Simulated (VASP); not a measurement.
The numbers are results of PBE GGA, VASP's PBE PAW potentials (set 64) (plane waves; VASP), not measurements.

The input files of a VASP run:

**KPOINTS**
```
Automatic mesh
0
Gamma
12 12 12
0 0 0
```

**INCAR**
```
LWAVE=.FALSE.
PREC=Accurate
LASPH=.TRUE.   # aspherical one-centre terms
SIGMA=0.1   # width (eV)
EDIFF=1E-7
LREAL=.FALSE.   # projection in real space or not
EDIFFG=-0.01
ALGO=Normal   # blocked Davidson
GGA=PE   # PBE
ISMEAR=1
IBRION=2   # conjugate gradients
LCHARG=.FALSE.
NELM=100
ISIF=3   # ions, shape and volume
PSTRESS=300   # kbar
NSW=40
LMAXMIX=6   # l cut-off of mixed one-centre charges
SYSTEM=WSi2
ENCUT=480   # plane-wave cut-off (eV)
```

POSCAR:
```
WSi2
1
   -1.6145219636     1.6145219636     3.9344523153
    1.6145219636    -1.6145219636     3.9344523153
    1.6145219636     1.6145219636    -3.9344523153
Si W
2 1
Direct
  0.6655888877   0.6655888877   0.0000000000
  0.3344111123   0.3344111123   0.0000000000
  0.0000000000   0.0000000000   0.0000000000
```

POTCAR, in this order: Si W_sv (PBE.64 set). Program: vasp_std.

The run wrote:

### OUTCAR
```
 ion  position               nearest neighbor table
   1  0.666  0.666  0.000-   2 2.61   3 2.63   3 2.63   3 2.63   3 2.63   3 2.63   2 2.64   2 2.64
                             2 2.64   2 2.64
   2  0.334  0.334  0.000-   1 2.61   3 2.63   3 2.63   3 2.63   3 2.63   3 2.63   1 2.64   1 2.64
                             1 2.64   1 2.64
   3  0.000  0.000  0.000-   1 2.63   1 2.63   1 2.63   2 2.63   1 2.63   2 2.63   2 2.63   2 2.63
                             1 2.63   2 2.63
  LATTYP: Found a body centered tetragonal cell.
 ALAT       =     3.2290439272
 C/A-ratio  =     2.4369147054
 Subroutine PRICEL returns:
 Original cell was already a primitive cell.
 Subroutine GETGRP returns: Found 16 space group operations
The static configuration has the point symmetry D_4h.
The dynamic configuration has the point symmetry D_4h.
 Subroutine INISYM returns: Found 16 space group operations
 Subroutine IBZKPT returns following result:
 Found    163 irreducible k-points:

 Following reciprocal coordinates:
            Coordinates               Weight
  0.000000  0.000000  0.000000      1.000000
  0.083333  0.000000  0.000000      8.000000
  0.166667  0.000000  0.000000      8.000000
  0.250000 -0.000000  0.000000      8.000000
  0.333333  0.000000  0.000000      8.000000
  0.416667 -0.000000  0.000000      8.000000
  0.500000 -0.000000  0.000000      4.000000
  0.083333  0.083333  0.000000      8.000000
  0.166667  0.083333  0.000000     16.000000
  0.250000  0.083333  0.000000     16.000000
  0.333333  0.083333  0.000000     16.000000
  0.416667  0.083333  0.000000     16.000000
  0.500000  0.083333  0.000000     16.000000
 -0.416667  0.083333  0.000000     16.000000
 -0.333333  0.083333 -0.000000     16.000000
 -0.250000  0.083333 -0.000000     16.000000
 -0.166667  0.083333 -0.000000     16.000000
 -0.083333  0.083333  0.000000      4.000000
  0.166667  0.166667 -0.000000      8.000000
...
```

**OSZICAR**
```
...
DAV:   6    -0.249189911545E+02    0.77689E+00   -0.48122E+00  5849   0.161E+01    0.831E+00
DAV:   7    -0.248382864925E+02    0.80705E-01   -0.31824E-01  5534   0.334E+00    0.448E+00
DAV:   8    -0.248152565667E+02    0.23030E-01   -0.49298E-02  6339   0.198E+00    0.306E-01
DAV:   9    -0.248148666617E+02    0.38991E-03   -0.12337E-03  5807   0.298E-01    0.181E-01
DAV:  10    -0.248147953125E+02    0.71349E-04   -0.32092E-04  6108   0.181E-01    0.336E-02
DAV:  11    -0.248147886341E+02    0.66783E-05   -0.40233E-05  6164   0.531E-02    0.142E-02
DAV:  12    -0.248147884737E+02    0.16040E-06   -0.19334E-06  6011   0.949E-03    0.338E-03
DAV:  13    -0.248147878617E+02    0.61204E-06   -0.32697E-07  5487   0.565E-03    0.522E-04
DAV:  14    -0.248147877894E+02    0.72292E-07   -0.14164E-08  2949   0.128E-03
   1 F= -.17133344E+02 E0= -.17133389E+02  d E =-.171333E+02
       N       E                     dE             d eps       ncg     rms          rms(c)
DAV:   1    -0.411738236666E+02   -0.16359E+02   -0.50440E+02  5149   0.271E+02    0.898E+01
DAV:   2    -0.218380477613E+02    0.19336E+02   -0.52877E+01  5058   0.101E+02    0.188E+01
DAV:   3    -0.192171486940E+02    0.26209E+01   -0.61866E+00  5989   0.312E+01    0.120E+01
DAV:   4    -0.188882485788E+02    0.32890E+00   -0.10504E+00  5191   0.822E+00    0.320E+00
DAV:   5    -0.188123088871E+02    0.75940E-01   -0.66088E-01  5597   0.968E+00    0.545E+00
DAV:   6    -0.188008958989E+02    0.11413E-01   -0.14687E-01  5520   0.384E+00    0.529E-01
DAV:   7    -0.187995636155E+02    0.13323E-02   -0.66705E-03  5758   0.891E-01    0.342E-01
DAV:   8    -0.187995318957E+02    0.31720E-04   -0.23118E-04  6103   0.140E-01    0.136E-01
DAV:   9    -0.187995236705E+02    0.82252E-05   -0.24209E-05  5779   0.467E-02    0.444E-02
DAV:  10    -0.187995221480E+02    0.15225E-05   -0.14715E-06  6045   0.115E-02    0.319E-03
DAV:  11    -0.187995221139E+02    0.34139E-07   -0.29564E-08  3145   0.176E-03
   2 F= -.13625617E+02 E0= -.13625525E+02  d E =0.350773E+01
       N       E                     dE             d eps       ncg     rms          rms(c)
DAV:   1    -0.408287526906E+02   -0.22029E+02   -0.38581E+02  5345   0.292E+02    0.429E+01
DAV:   2    -0.261434746511E+02    0.14685E+02   -0.13108E+02  5368   0.921E+01    0.132E+01
DAV:   3    -0.247851219896E+02    0.13584E+01   -0.76141E+00  5128   0.185E+01    0.727E+00
DAV:   4    -0.245610147919E+02    0.22411E+00   -0.12168E+00  5856   0.745E+00    0.163E+00
DAV:   5    -0.245368841627E+02    0.24131E-01   -0.18158E-01  5856   0.368E+00    0.104E+00
DAV:   6    -0.245386160890E+02   -0.17319E-02   -0.47961E-03  5849   0.643E-01    0.723E-01
DAV:   7    -0.245394086197E+02   -0.79253E-03   -0.47889E-03  5296   0.516E-01    0.579E-02
DAV:   8    -0.245394127719E+02   -0.41523E-05   -0.99702E-05  6241   0.732E-02    0.623E-02
DAV:   9    -0.245394068130E+02    0.59589E-05   -0.16520E-05  5737   0.307E-02    0.277E-02
DAV:  10    -0.245394068439E+02   -0.30924E-07   -0.63029E-06  6129   0.185E-02    0.211E-03
DAV:  11    -0.245394071574E+02   -0.31353E-06   -0.78843E-08  3215   0.263E-03    0.105E-03
DAV:  12    -0.245394072840E+02   -0.12656E-06   -0.11610E-08  2725   0.102E-03    0.744E-04
DAV:  13    -0.245394072749E+02    0.91454E-08   -0.25712E-09  2543   0.459E-04
   3 F= -.17552617E+02 E0= -.17552635E+02  d E =-.419273E+00
       N       E                     dE             d eps       ncg     rms          rms(c)
DAV:   1    -0.244963022616E+02    0.43105E-01   -0.31672E-01  5562   0.730E+00    0.172E+00
DAV:   2    -0.244839291621E+02    0.12373E-01   -0.65130E-02  5471   0.228E+00    0.222E-01
DAV:   3    -0.244829189003E+02    0.10103E-02   -0.21518E-03  5275   0.365E-01    0.123E-01
DAV:   4    -0.244826313613E+02    0.28754E-03   -0.55688E-04  5926   0.228E-01    0.107E-01
DAV:   5    -0.244826271532E+02    0.42081E-05   -0.71389E-05  6073   0.868E-02    0.526E-02
DAV:   6    -0.244826276704E+02   -0.51718E-06   -0.20910E-05  5555   0.312E-02    0.296E-03
DAV:   7    -0.244826275909E+02    0.79475E-07   -0.67364E-07  5919   0.697E-03
   4 F= -.17558100E+02 E0= -.17558115E+02  d E =-.424756E+00
       N       E                     dE             d eps       ncg     rms          rms(c)
DAV:   1    -0.244620266553E+02    0.20601E-01   -0.43405E-02  5548   0.271E+00    0.641E-01
DAV:   2    -0.244603300740E+02    0.16966E-02   -0.90227E-03  5457   0.849E-01    0.820E-02
DAV:   3    -0.244601926729E+02    0.13740E-03   -0.30113E-04  5268   0.136E-01    0.452E-02
DAV:   4    -0.244601548928E+02    0.37780E-04   -0.76215E-05  5961   0.840E-02    0.392E-02
DAV:   5    -0.244601555858E+02   -0.69294E-06   -0.10002E-05  6017   0.325E-02    0.199E-02
DAV:   6    -0.244601561916E+02   -0.60581E-06   -0.30010E-06  5506   0.119E-02    0.109E-03
DAV:   7    -0.244601561794E+02    0.12166E-07   -0.88744E-08  3104   0.261E-03
   5 F= -.17558533E+02 E0= -.17558547E+02  d E =-.425189E+00
       N       E                     dE             d eps       ncg     rms          rms(c)
DAV:   1    -0.244684695822E+02   -0.83134E-02   -0.64475E-01  5520   0.834E+00    0.726E-01
DAV:   2    -0.244552417103E+02    0.13228E-01   -0.25445E-02  6038   0.139E+00    0.380E-01
DAV:   3    -0.244509855623E+02    0.42561E-02   -0.11114E-02  6213   0.854E-01    0.151E-01
DAV:   4    -0.244509617759E+02    0.23786E-04   -0.69425E-04  5317   0.207E-01    0.406E-02
DAV:   5    -0.244509545840E+02    0.71919E-05   -0.31170E-05  6360   0.494E-02    0.245E-02
DAV:   6    -0.244509552023E+02   -0.61828E-06   -0.14208E-06  5569   0.116E-02    0.633E-03
DAV:   7    -0.244509551506E+02    0.51715E-07   -0.43895E-07  4975   0.581E-03
   6 F= -.17563744E+02 E0= -.17563728E+02  d E =-.521119E-02
       N       E                     dE             d eps       ncg     rms          rms(c)
DAV:   1    -0.244564784897E+02   -0.55233E-02   -0.41196E-02  5506   0.212E+00    0.185E-01
DAV:   2    -0.244556336409E+02    0.84485E-03   -0.16108E-03  6045   0.355E-01    0.964E-02
DAV:   3    -0.244553599679E+02    0.27367E-03   -0.70752E-04  6220   0.214E-01    0.380E-02
DAV:   4    -0.244553578751E+02    0.20928E-05   -0.44453E-05  5303   0.518E-02    0.102E-02
DAV:   5    -0.244553573057E+02    0.56947E-06   -0.26495E-06  6290   0.142E-02    0.592E-03
DAV:   6    -0.244553571853E+02    0.12033E-06   -0.97625E-08  3364   0.311E-03    0.162E-03
DAV:   7    -0.244553571513E+02    0.34036E-07   -0.37803E-08  2627   0.175E-03
   7 F= -.17564423E+02 E0= -.17564447E+02  d E =-.589040E-02
       N       E                     dE             d eps       ncg     rms          rms(c)
DAV:   1    -0.244582799224E+02   -0.29227E-02   -0.30710E-02  5604   0.158E+00    0.154E-01
DAV:   2    -0.244578364756E+02    0.44345E-03   -0.11237E-03  5660   0.279E-01    0.724E-02
DAV:   3    -0.244577083630E+02    0.12811E-03   -0.37821E-04  6164   0.150E-01    0.193E-02
DAV:   4    -0.244577070736E+02    0.12893E-05   -0.17975E-05  5296   0.336E-02    0.114E-02
DAV:   5    -0.244577063851E+02    0.68858E-06   -0.10474E-06  6493   0.789E-03    0.488E-03
DAV:   6    -0.244577062487E+02    0.13632E-06   -0.11624E-07  3091   0.261E-03    0.104E-03
DAV:   7    -0.244577062222E+02    0.26500E-07   -0.17200E-08  2571   0.121E-03
   8 F= -.17564669E+02 E0= -.17564681E+02  d E =-.245760E-03
       N       E                     dE             d eps       ncg     rms          rms(c)
DAV:   1    -0.244572446203E+02    0.46163E-03   -0.19592E-03  5576   0.400E-01    0.388E-02
DAV:   2    -0.244572163443E+02    0.28276E-04   -0.71440E-05  5688   0.709E-02    0.182E-02
DAV:   3    -0.244572082330E+02    0.81113E-05   -0.24229E-05  6150   0.380E-02    0.490E-03
DAV:   4    -0.244572082248E+02    0.81795E-08   -0.11539E-06  5303   0.855E-03    0.288E-03
DAV:   5    -0.244572082452E+02   -0.20369E-07   -0.62761E-08  3117   0.201E-03
   9 F= -.17564700E+02 E0= -.17564715E+02  d E =-.277174E-03
```

**OUTCAR**
```
------------------------ aborting loop because EDIFF is reached ----------------------------------------
  FORCE on cell =-STRESS in cart. coord.  units (eV):
  Direction    XX          YY          ZZ          XY          YZ          ZX
  --------------------------------------------------------------------------------------
  Total        6.8821877      6.8821877      6.8791408      0.0000000     -0.0000000      0.0000000
  in kB      299.5508116    299.5508116    299.4181927      0.0000000     -0.0000000      0.0000000
  external PRESSURE =      -0.4933947 kB  Pullay stress =     300.0000000 kB
  volume of cell :       36.81
      direct lattice vectors                 reciprocal lattice vectors
    -1.552990269  1.552990269  3.815655291     0.000000000  0.321959519  0.131039091
     1.552990269 -1.552990269  3.815655291     0.321959519  0.000000000  0.131039091
     1.552990269  1.552990269 -3.815655291     0.321959519  0.321959519  0.000000000
 POSITION                                       TOTAL-FORCE (eV/Angst)
 -----------------------------------------------------------------------------------
      0.00000      0.00000      5.09125         0.000000      0.000000      0.000159
      0.00000      0.00000      2.54006         0.000000      0.000000     -0.000159
      0.00000      0.00000      0.00000        -0.000000     -0.000000      0.000000
 -----------------------------------------------------------------------------------
    total drift:                                0.000000     -0.000000      0.000000
  FREE ENERGIE OF THE ION-ELECTRON SYSTEM (eV)
  ---------------------------------------------------
  free  energy   TOTEN  =       -24.4572082452 eV

  energy  without entropy=      -24.4572527218  energy(sigma->0) =      -24.45722307
  enthalpy is  TOTEN    =       -17.5647004511 eV   P V=        6.8925077941

 reached required accuracy - stopping structural energy minimisation
```
(Selected blocks of OUTCAR.)

CONTCAR:
```
WSi2
   1.00000000000000
    -1.5529902689039214    1.5529902689039214    3.8156552912814061
     1.5529902689039214   -1.5529902689039214    3.8156552912814061
     1.5529902689039214    1.5529902689039214   -3.8156552912814061
  Si              W
     2     1
Direct
     0.6671524665037604    0.6671524665037604    0.0000000000000000
     0.3328475334962396    0.3328475334962396    0.0000000000000000
     0.0000000000000000    0.0000000000000000    0.0000000000000000
```

Energy and stress use the plane-wave basis of the starting cell.

The compound is WSi2 in the MoSi2 type structure. This run relaxes it under an external pressure of 30 GPa. Symmetry was kept, so distortions that lower it aren't found.
